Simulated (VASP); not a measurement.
# ZnMo3 (Pm-3m) in VASP: notebook, part 2 of 2

VASP 6.6.1. Earlier steps stand in the parts before.

### 3 Single point, PBE (strained and moved within a subgroup)

The input, INCAR:

```
PREC     = Accurate       # precision mode
ENCUT    = 520            # plane-wave cutoff, eV
EDIFF    = 1E-6           # SCF threshold, eV
ISMEAR   = 0              # smearing method
SIGMA    = 0.1            # smearing width, eV
LREAL    = False          # projectors in reciprocal space
LASPH    = True           # aspherical terms in the spheres
NELM     = 100            # most SCF steps
ALGO     = Fast           # electronic algorithm
ISIF     = 2              # what is computed and relaxed
LWAVE    = False          # write WAVECAR
LCHARG   = False          # write CHGCAR
GGA      = PE             # functional
NBANDS   = 35             # bands
```

The input, KPOINTS:

```
Automatic mesh
0
Gamma
  10 10 10
```

The input, POSCAR:

```
ZnMo3
1.0
    3.8094416479      0.0788630800      0.0000000000
    0.0788630800      3.8094416479      0.0000000000
    0.0000000000      0.0000000000      3.8765146974
Zn Mo
1 3
Direct
    0.0000000000      0.0000000000     -0.0188736748
    0.0000000000      0.5000000000      0.4976196008
    0.5000000000      0.0000000000      0.4976196008
    0.5000000000      0.5000000000      0.0236344733
```

Potentials or basis: VASP PAW PBE potentials, release 64 (Zn, Mo_sv).

Started as:

```sh
cat potpaw_PBE.64/Zn/POTCAR potpaw_PBE.64/Mo_sv/POTCAR > POTCAR
mpirun -np 1 vasp_std > vasp.out
```

OUTCAR:

```text
PREC = Accurate
   ENCUT = 520
   EDIFF = 1E-6
   ISMEAR = 0
   LREAL = False
   LASPH = True
   NELM = 100
   ISIF = 2
   GGA = PE

 ion  position               nearest neighbor table
   1  0.000  0.000  0.981-   4 2.64   4 2.64   2 2.67   2 2.67   3 2.67   3 2.67   4 2.75   4 2.75
                             3 2.76   2 2.76   3 2.76   2 2.76
   2  0.000  0.500  0.498-   3 2.64   3 2.64   4 2.65   4 2.65   1 2.67   1 2.67   3 2.75   3 2.75
                             1 2.76   1 2.76   4 2.79   4 2.79
   3  0.500  0.000  0.498-   2 2.64   2 2.64   4 2.65   4 2.65   1 2.67   1 2.67   2 2.75   2 2.75
                             1 2.76   1 2.76   4 2.79   4 2.79
   4  0.500  0.500  0.024-   1 2.64   1 2.64   2 2.65   3 2.65   3 2.65   2 2.65   1 2.75   1 2.75
                             2 2.79   3 2.79   2 2.79   3 2.79

  LATTYP: Found a base centered orthorhombic cell.
 ALAT       =     5.2758348062
 B/A-ratio  =     1.0422792758
 C/A-ratio  =     0.7347680206

  Lattice vectors:

 A1 = (  -0.0788630800,  -3.8094416479,   0.0000000000)
 A2 = (   3.8094416479,   0.0788630800,   0.0000000000)
 A3 = (   0.0000000000,   0.0000000000,   3.8765146974)

Analysis of symmetry for initial positions (statically):
=====================================================================
 Subroutine PRICEL returns:
 Original cell was already a primitive cell.

 Routine SETGRP: Setting up the symmetry group for a
 base centered orthorhombic supercell.

 Subroutine GETGRP returns: Found  4 space group operations
 (whereof  4 operations were pure point group operations)
 out of a pool of  8 trial point group operations.

The static configuration has the point symmetry C_2v.

Analysis of symmetry for dynamics (positions and initial velocities):
=====================================================================
 Subroutine PRICEL returns:
 Original cell was already a primitive cell.

 Routine SETGRP: Setting up the symmetry group for a
 base centered orthorhombic supercell.
[... 129 lines left out ...]
     AMIX_MAG =   1.60;   BMIX_MAG =  1.00
  volume/ion in A,a.u.               =      14.06        94.87
  Fermi-wavevector in a.u.,A,eV,Ry     =   1.615152  3.052195 35.493743  2.608717
  Thomas-Fermi vector in A             =   2.709946
   LORBIT       =      0    0 simple, 1 ext, 2 COOP (PROOUT), +10 PAW based schemes
   GGA     = PE    functional components
   LHFCALC =     F    Hartree Fock is set to
   AEXX    =    0.0000 exact exchange contribution
   IVDW    =     0    specifies the selected vdW correction
   LEPSILON=     F    determine dielectric tensor
   LRPA    =     F    only Hartree local field effects (RPA)
 non-spin polarized calculation
 RMM-DIIS sequential band-by-band and
 Gauss-broadening in eV      SIGMA  =   0.10
  energy-cutoff  :      520.00
  volume of cell :       56.23
 maximum number of plane-waves:      1544
   NGX = 15   NGY = 15   NGZ = 15

 number of electron      53.9999996 magnetization

 Free energy of the ion-electron system (eV)
  ---------------------------------------------------
  ext. energy  EPLUGINS =         0.00000000
  ---------------------------------------------------
  free energy    TOTEN  =       -32.78491687 eV

  energy without entropy =      -32.77602273  energy(sigma->0) =      -32.78046980

 E-fermi :  11.4915     XC(G=0): -13.5206

 val. band max:       11.4903521891   @ k =   0.2000   0.1000   0.2000
 cond. band min:      11.5014838838   @ k =   0.5000   0.1000   0.0000
 fundamental gap:      0.0111316947
 Fermi energy:        11.4914521108

 k-point     1 :       0.0000    0.0000    0.0000
  band No.  band energies     occupation
      1     -49.5656      2.00000
      2     -49.1826      2.00000
      3     -49.1746      2.00000
      4     -24.2695      2.00000
      5     -24.1486      2.00000
      6     -24.0695      2.00000
[... 901 lines left out ...]
     34      14.5798      0.00000
     35      17.8059      0.00000

 [... further k-points ...]

------------------------ aborting loop because EDIFF is reached ----------------------------------------

  FORCE on cell =-STRESS in cart. coord.  units (eV):
  Direction    XX          YY          ZZ          XY          YZ          ZX
  --------------------------------------------------------------------------------------
  -------------------------------------------------------------------------------------
  Total        8.0048118      8.0048118      7.4849630     -2.5499429      0.0000000      0.0000000
  in kB      228.0782061    228.0782061    213.2663417    -72.6546003      0.0000000      0.0000000
  external PRESSURE =     223.1409180 kB  Pullay stress =       0.0000000 kB

 VOLUME and BASIS-vectors are now :
 -----------------------------------------------------------------------------
  energy-cutoff  :      520.00
  volume of cell :       56.23
      direct lattice vectors                 reciprocal lattice vectors
     3.809441648  0.078863080  0.000000000     0.262618213 -0.005436724  0.000000000
     0.078863080  3.809441648  0.000000000    -0.005436724  0.262618213  0.000000000
     0.000000000  0.000000000  3.876514697     0.000000000  0.000000000  0.257963681

 POSITION                                       TOTAL-FORCE (eV/Angst)
 -----------------------------------------------------------------------------------
      0.00000      0.00000      3.80335        -0.000000      0.000000      0.714768
      0.03943      1.90472      1.92903        -0.000000      0.000000      0.234954
      1.90472      0.03943      1.92903         0.000000      0.000000      0.234954
      1.94415      1.94415      0.09162         0.000000      0.000000     -1.184675
 -----------------------------------------------------------------------------------
    total drift:                               -0.000000     -0.000000      0.000088

  FREE ENERGIE OF THE ION-ELECTRON SYSTEM (eV)
  ---------------------------------------------------
  free  energy   TOTEN  =       -32.7849168722 eV

  energy  without entropy=      -32.7760227326  energy(sigma->0) =      -32.78046980
```

OSZICAR:

```text
N       E                     dE             d eps       ncg     rms          rms(c)
DAV:   1     0.681497415442E+03    0.68150E+03   -0.31583E+04 13396   0.196E+03
DAV:   2     0.652105781124E+01   -0.67498E+03   -0.65966E+03 13618   0.551E+02
DAV:   3    -0.336122512348E+02   -0.40133E+02   -0.38365E+02 14830   0.136E+02
DAV:   4    -0.346510342462E+02   -0.10388E+01   -0.10198E+01 14895   0.195E+01
DAV:   5    -0.346629892638E+02   -0.11955E-01   -0.11940E-01 14528   0.228E+00    0.279E+01
RMM:   6    -0.330094410124E+02    0.16535E+01   -0.46041E+00 13145   0.157E+01    0.112E+01
RMM:   7    -0.328516719467E+02    0.15777E+00   -0.21082E+00 14414   0.992E+00    0.207E+00
RMM:   8    -0.327943531494E+02    0.57319E-01   -0.41152E-01 15795   0.458E+00    0.142E+00
RMM:   9    -0.327893830333E+02    0.49701E-02   -0.59978E-02 15824   0.149E+00    0.678E-01
RMM:  10    -0.327861082111E+02    0.32748E-02   -0.17431E-02 15319   0.852E-01    0.392E-01
RMM:  11    -0.327848289700E+02    0.12792E-02   -0.56537E-03 15756   0.463E-01    0.842E-02
RMM:  12    -0.327849088205E+02   -0.79850E-04   -0.13942E-03 17841   0.180E-01    0.324E-02
RMM:  13    -0.327849170046E+02   -0.81841E-05   -0.23527E-04 18705   0.896E-02    0.155E-02
RMM:  14    -0.327849173785E+02   -0.37392E-06   -0.33352E-05 16114   0.314E-02    0.509E-03
RMM:  15    -0.327849168722E+02    0.50634E-06   -0.81352E-06 13733   0.167E-02
   1 F= -.32784917E+02 E0= -.32780470E+02  d E =-.889414E-02
```

stdout:

```text
POSCAR found type information on POSCAR ZnMo
 POSCAR found :  2 types and       4 ions
 scaLAPACK will be used
 LDA part: xc-table for (Slater+PW92), standard interpolation
 POSCAR, INCAR and KPOINTS ok, starting setup
 FFT: planning ... GRIDC
 FFT: planning ... GRID_SOFT
 FFT: planning ... GRID
 WAVECAR not read
 entering main loop
```

Run time: 2.3 min. Hardware: 1 thread of Intel Xeon 6975P-C (Granite Rapids), shared host; peak memory 0.38 GiB.

What came out:

```yaml
Free_energy: -32.7849 eV
Pressure: 22.3 GPa
Largest_force: 1.185 eV/Å
Band_gap_on_the_k_mesh: none (metal or under the smearing width)
```

Forces on the atoms (eV/Å):
```
Zn   0.000  0.000  0.715
Mo   0.000  0.000  0.235
Mo   0.000  0.000  0.235
Mo   0.000  0.000 -1.185
```

Stress tensor (GPa, compression positive):
```
22.81 -7.27  0.00
-7.27 22.81  0.00
 0.00  0.00 21.33
```

Levels at points of the mesh, in eV from the Fermi level:
| k point | band 23 | band 24 | band 25 | band 26 | band 27 | band 28 | band 29 | band 30 | band 31 | band 32 |
| --- | --- | --- | --- | --- | --- | --- | --- | --- | --- | --- |
| (0.00, 0.00, 0.00) | -3.43 | -3.29 | 0.75 | 0.98 | 1.31 | 1.86 | 2.37 | 2.37 | 3.04 | 3.07 |
| (0.50, 0.00, 0.00) | -3.02 | -1.55 | -0.98 | -0.85 | -0.27 | 0.01 | 0.25 | 0.91 | 1.08 | 1.38 |
| (0.50, 0.50, 0.00) | -2.66 | -2.48 | -2.07 | -0.83 | -0.69 | 0.02 | 0.23 | 0.78 | 1.78 | 1.86 |
| (0.00, 0.00, 0.50) | -2.85 | -1.57 | -0.88 | -0.87 | -0.83 | 0.11 | 0.57 | 0.77 | 1.34 | 1.34 |
| (0.50, 0.00, 0.50) | -2.62 | -2.34 | -2.30 | -0.76 | -0.74 | 0.24 | 0.26 | 0.35 | 1.61 | 1.78 |
| (0.50, 0.50, 0.50) | -1.31 | -1.22 | -0.48 | -0.36 | -0.09 | 0.49 | 0.81 | 1.09 | 1.86 | 2.00 |

Caveat: so large a pressure means that the cell lies far from this level's equilibrium, or that cutoff or potentials fall short; forces of over 1 eV/Å show positions far from the minimum, so gaps and moduli don't describe the material at rest.

### 4 Single point, PBE (Zn replaced by Cd, lengths x 1.023, strained and moved within the space group)

The input, INCAR:

```
ALGO = Fast
EDIFF = 1E-6
ENCUT = 520
GGA = PE
ISIF = 2
ISMEAR = 0
LASPH = T
LCHARG = F
LREAL = F
LWAVE = F
NBANDS = 35
NELM = 100
PREC = Accurate
SIGMA = 0.1
```

The input, KPOINTS:

```
k-points
0
Gamma
  10 10 10
```

The input, POSCAR:

```
CdMo3
1.0
    4.2328860177      0.0000000000      0.0000000000
    0.0000000000      4.2328860177      0.0000000000
    0.0000000000      0.0000000000      4.2328860177
Cd Mo
1 3
Direct
    0.0000000000      0.0000000000      0.0000000000
    0.0000000000      0.5000000000      0.5000000000
    0.5000000000      0.0000000000      0.5000000000
    0.5000000000      0.5000000000      0.0000000000
```

Potentials or basis: VASP PAW PBE potentials, release 64 (Cd, Mo_sv).

Started as:

```sh
cat potpaw_PBE.64/Cd/POTCAR potpaw_PBE.64/Mo_sv/POTCAR > POTCAR
mpirun -np 1 vasp_std > vasp.out
```

OUTCAR:

```text
EDIFF = 1E-6
   ENCUT = 520
   GGA = PE
   ISIF = 2
   ISMEAR = 0
   LASPH = T
   LREAL = F
   NELM = 100
   PREC = Accurate

 ion  position               nearest neighbor table
   1  0.000  0.000  0.000-   2 2.99   3 2.99   4 2.99   2 2.99   3 2.99   2 2.99   4 2.99   2 2.99
                             3 2.99   4 2.99   3 2.99   4 2.99
   2  0.000  0.500  0.500-   1 2.99   3 2.99   4 2.99   1 2.99   4 2.99   1 2.99   3 2.99   1 2.99
[... 1120 lines left out ...]
  Direction    XX          YY          ZZ          XY          YZ          ZX
  --------------------------------------------------------------------------------------
  -------------------------------------------------------------------------------------
  Total       -9.6103762     -9.6103762     -9.6103762      0.0000000     -0.0000000     -0.0000000
  in kB     -203.0211329   -203.0211329   -203.0211329      0.0000000     -0.0000000     -0.0000000
  external PRESSURE =    -203.0211329 kB  Pullay stress =       0.0000000 kB

 VOLUME and BASIS-vectors are now :
 -----------------------------------------------------------------------------
  energy-cutoff  :      520.00
  volume of cell :       75.84
      direct lattice vectors                 reciprocal lattice vectors
     4.232886018  0.000000000  0.000000000     0.236245435  0.000000000  0.000000000
     0.000000000  4.232886018  0.000000000     0.000000000  0.236245435  0.000000000
     0.000000000  0.000000000  4.232886018     0.000000000  0.000000000  0.236245435

 POSITION                                       TOTAL-FORCE (eV/Angst)
 -----------------------------------------------------------------------------------
      0.00000      0.00000      0.00000         0.000000      0.000000      0.000000
      0.00000      2.11644      2.11644         0.000000      0.000000      0.000000
      2.11644      0.00000      2.11644         0.000000      0.000000      0.000000
      2.11644      2.11644      0.00000         0.000000      0.000000      0.000000
 -----------------------------------------------------------------------------------
    total drift:                                0.000000     -0.000000     -0.000000

  FREE ENERGIE OF THE ION-ELECTRON SYSTEM (eV)
  ---------------------------------------------------
  free  energy   TOTEN  =       -31.0760035792 eV

  energy  without entropy=      -31.0646117288  energy(sigma->0) =      -31.07030765
```

OSZICAR:

```text
N       E                     dE             d eps       ncg     rms          rms(c)
DAV:   1     0.625982298706E+03    0.62598E+03   -0.33251E+04  3968   0.159E+03
DAV:   2    -0.117946465998E+02   -0.63778E+03   -0.62485E+03  4247   0.497E+02
DAV:   3    -0.329605650511E+02   -0.21166E+02   -0.20419E+02  4706   0.923E+01
DAV:   4    -0.333114823029E+02   -0.35092E+00   -0.34830E+00  4388   0.961E+00
DAV:   5    -0.333155740223E+02   -0.40917E-02   -0.40896E-02  4485   0.990E-01    0.155E+01
RMM:   6    -0.312069266243E+02    0.21086E+01   -0.51688E+00  3922   0.137E+01    0.565E+00
RMM:   7    -0.310907336008E+02    0.11619E+00   -0.20431E+00  4103   0.612E+00    0.268E+00
RMM:   8    -0.310799029499E+02    0.10831E-01   -0.26403E-01  4143   0.310E+00    0.105E+00
RMM:   9    -0.310762627499E+02    0.36402E-02   -0.45331E-02  4792   0.898E-01    0.287E-01
RMM:  10    -0.310757824969E+02    0.48025E-03   -0.17039E-02  4593   0.559E-01    0.131E-01
RMM:  11    -0.310762570776E+02   -0.47458E-03   -0.41056E-03  5115   0.218E-01    0.147E-01
RMM:  12    -0.310760340980E+02    0.22298E-03   -0.60017E-04  4410   0.138E-01    0.650E-02
RMM:  13    -0.310760010968E+02    0.33001E-04   -0.26161E-04  4601   0.692E-02    0.125E-02
RMM:  14    -0.310760033454E+02   -0.22486E-05   -0.55645E-05  4946   0.284E-02    0.620E-03
RMM:  15    -0.310760035792E+02   -0.23378E-06   -0.64362E-06  3695   0.122E-02
   1 F= -.31076004E+02 E0= -.31070308E+02  d E =-.113919E-01
```

stdout:

```text
POSCAR found type information on POSCAR CdMo
 POSCAR found :  2 types and       4 ions
 scaLAPACK will be used
 LDA part: xc-table for (Slater+PW92), standard interpolation
 POSCAR, INCAR and KPOINTS ok, starting setup
 FFT: planning ... GRIDC
 FFT: planning ... GRID_SOFT
 FFT: planning ... GRID
 WAVECAR not read
 entering main loop
```

Wall time 51 s (1 thread of Intel Xeon 6975P-C (Granite Rapids), shared host); peak memory 0.26 GiB.

Results:

* Free energy: -31.0760 eV
* Pressure: -20.3 GPa
* Band gap on the k mesh: none (metal or under the smearing width)

Levels at points of the mesh, in eV from the Fermi level:
| k point | band 25 | band 26 | band 27 | band 28 | band 29 | band 30 |
| --- | --- | --- | --- | --- | --- | --- |
| (0.00, 0.00, 0.00) | 0.76 | 0.76 | 0.76 | 1.83 | 1.83 | 1.83 |
| (0.50, 0.00, 0.00) | -0.67 | -0.67 | -0.37 | 0.24 | 0.30 | 0.63 |
| (0.50, 0.50, 0.00) | -1.72 | -0.52 | -0.52 | 0.20 | 0.24 | 0.24 |
| (0.50, 0.50, 0.50) | -0.31 | -0.31 | -0.31 | 0.67 | 0.67 | 0.67 |

Caveat: so large a pressure means that the cell lies far from this level's equilibrium, or that cutoff or potentials fall short.

### 5 Summary

```csv
potentials or basis,cell,gap on the mesh (eV),pressure (GPa)
"VASP PAW PBE potentials, release 64 (Zn, Mo_sv)",strained and moved within the space group,none,17.1
"VASP PAW PBE potentials, release 64 (Zn, Mo_sv)",strained and moved within a subgroup,none,22.3
"VASP PAW PBE potentials, release 64 (Cd, Mo_sv)","Zn replaced by Cd, lengths x 1.023, strained and moved within the space group",none,-20.3
```

Alike in all rows: task single point; level PBE; no spin polarisation; k mesh 10 × 10 × 10; cutoff (eV) 520; smearing gaussian 0.1 eV.

Caveats: so large a pressure means that the cell lies far from this level's equilibrium, or that cutoff or potentials fall short; forces of over 1 eV/Å show positions far from the minimum, so gaps and moduli don't describe the material at rest (some runs).

Total energies depend on the potentials used, so only differences within one code and one set of settings carry meaning.
